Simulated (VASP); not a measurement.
Take GaP (zinc blende), against free atoms with fixed spin and no zero-point term, in VASP with PAW potentials, and its cohesive energy.

Task: One run gives 3.63 eV/atom. Which level is it?
A) LDA
B) PBE
C) r2SCAN

Result: C, r2SCAN.  The others give 4.40 (LDA), 3.48 (PBE).

Only levels that ran to the end are used. Left out are those held back, those with too coarse a band path, GW runs whose mesh misses a band edge, hybrids' fits of cells that aren't cubic and levels without matching references; a question may draw on a part of the rest.
